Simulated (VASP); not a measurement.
All values below come from rev-vdW-DF2, VASP's PBE PAW potentials (set 64) (plane waves; VASP).

VASP ran on this input.

### INCAR
```
# general
SYSTEM  =Al
PREC    =Accurate
ENCUT   =520
LREAL   =.FALSE.
LASPH   =.TRUE.

# electronic loop
EDIFF   =1E-7
NELM    =100
ALGO    =Normal

# smearing
ISMEAR  =1
SIGMA   =0.1

# functional
GGA     =MK
LUSE_VDW=.TRUE.
AGGAC   =0.0
PARAM1  =0.1234568
PARAM2  =0.7114
ZAB_VDW =-1.8867

# ions
ISIF    =2

# output
LWAVE   =.FALSE.
LCHARG  =.FALSE.
```

File POSCAR:
```
Al
1
    0.0000000000     1.9960205996     1.9960205996
    1.9960205996     0.0000000000     1.9960205996
    1.9960205996     1.9960205996     0.0000000000
Al
1
Direct
  0.0000000000   0.0000000000   0.0000000000
```

KPOINTS:
```
Automatic mesh
0
Gamma
15 15 15
0 0 0
```

POTCAR, in this order: Al (PBE.64 set). Program: vasp_std.

Output of the run:

OSZICAR:
```
       N       E                     dE             d eps       ncg     rms          rms(c)
DAV:   1    -0.856157017224E+00   -0.85616E+00   -0.88804E+02  1260   0.333E+02
DAV:   2    -0.262503063921E+01   -0.17689E+01   -0.17021E+01  1540   0.301E+01
DAV:   3    -0.264015249502E+01   -0.15122E-01   -0.15114E-01  1645   0.321E+00
DAV:   4    -0.264020434687E+01   -0.51852E-04   -0.51852E-04  1575   0.174E-01
DAV:   5    -0.264020469997E+01   -0.35309E-06   -0.35235E-06  1630   0.116E-02    0.115E+00
DAV:   6    -0.263270054095E+01    0.75042E-02   -0.13085E-03  1420   0.328E-01    0.688E-01
DAV:   7    -0.262730957969E+01    0.53910E-02   -0.35538E-03  1345   0.556E-01    0.121E-01
DAV:   8    -0.262732161519E+01   -0.12036E-04   -0.36205E-05  1765   0.559E-02    0.216E-02
DAV:   9    -0.262732198599E+01   -0.37080E-06   -0.42799E-07  1480   0.576E-03    0.201E-03
DAV:  10    -0.262732178168E+01    0.20431E-06   -0.16367E-08  1170   0.131E-03    0.129E-03
DAV:  11    -0.262732174939E+01    0.32288E-07   -0.90206E-10   785   0.310E-04
   1 F= -.26273217E+01 E0= -.26273113E+01  d E =-.312342E-04
```

**OUTCAR**
```
------------------------ aborting loop because EDIFF is reached ----------------------------------------
  FORCE on cell =-STRESS in cart. coord.  units (eV):
  Direction    XX          YY          ZZ          XY          YZ          ZX
  --------------------------------------------------------------------------------------
  Total        0.2635670      0.2635670      0.2635670     -0.0000000     -0.0000000     -0.0000000
  in kB       26.5507315     26.5507315     26.5507315     -0.0000000     -0.0000000     -0.0000000
  external PRESSURE =      26.5507315 kB  Pullay stress =       0.0000000 kB
  volume of cell :       15.90
      direct lattice vectors                 reciprocal lattice vectors
     0.000000000  1.996020600  1.996020600    -0.250498417  0.250498417  0.250498417
     1.996020600  0.000000000  1.996020600     0.250498417 -0.250498417  0.250498417
     1.996020600  1.996020600  0.000000000     0.250498417  0.250498417 -0.250498417
 POSITION                                       TOTAL-FORCE (eV/Angst)
 -----------------------------------------------------------------------------------
      0.00000      0.00000      0.00000         0.000000      0.000000      0.000000
 -----------------------------------------------------------------------------------
    total drift:                                0.000000     -0.000000     -0.000000
  FREE ENERGIE OF THE ION-ELECTRON SYSTEM (eV)
  ---------------------------------------------------
  free  energy   TOTEN  =        -2.6273217494 eV

  energy  without entropy=       -2.6272905152  energy(sigma->0) =       -2.62731134
```
(Selected blocks of OUTCAR.)

OUTCAR:
```
 val. band max:        8.4648762497   @ k =  -0.4000   0.4000   0.0000

 cond. band min:       8.5035004141   @ k =   0.4000   0.1333   0.0000


 Fermi energy:         8.5023216683

 k-point     1 :       0.0000    0.0000    0.0000
  band No.  band energies     occupation
      1      -3.0241      2.00000
      2      21.1573      0.00000
      3      21.1573      0.00000
      4      21.1573      0.00000
      5      22.8904      0.00000

 k-point     2 :       0.0667    0.0000    0.0000
  band No.  band energies     occupation
      1      -2.9004      2.00000
      2      19.2199      0.00000
      3      20.7766      0.00000
      4      20.7766      0.00000
      5      23.4654      0.00000

 k-point     3 :       0.1333    0.0000    0.0000
  band No.  band energies     occupation
      1      -2.5301      2.00000
      2      16.4855      0.00000
      3      20.1908      0.00000
      4      20.1908      0.00000
      5      23.4151      0.00000

 k-point     4 :       0.2000    0.0000    0.0000
  band No.  band energies     occupation
      1      -1.9152      2.00000
      2      13.7913      0.00000
      3      19.7273      0.00000
      4      19.7273      0.00000
      5      23.1952      0.00000

 k-point     5 :       0.2667    0.0000    0.0000
  band No.  band energies     occupation
      1      -1.0589      2.00000
      2      11.2374      0.00000
      3      19.4453      0.00000
      4      19.4453      0.00000
      5      23.0432      0.00000

 k-point     6 :       0.3333    0.0000    0.0000
  band No.  band energies     occupation
      1       0.0342      2.00000
      2       8.8585     -0.00001
      3      19.3602      0.00000
      4      19.3602      0.00000
      5      22.0045      0.00000

 k-point     7 :       0.4000    0.0000    0.0000
  band No.  band energies     occupation
      1       1.3586      2.00000
      2       6.6727      2.00000
      3      19.4774      0.00000
...
```

The compound is Al in the fcc structure. This cell is one point of a volume scan, at 0.97 of the reference volume.
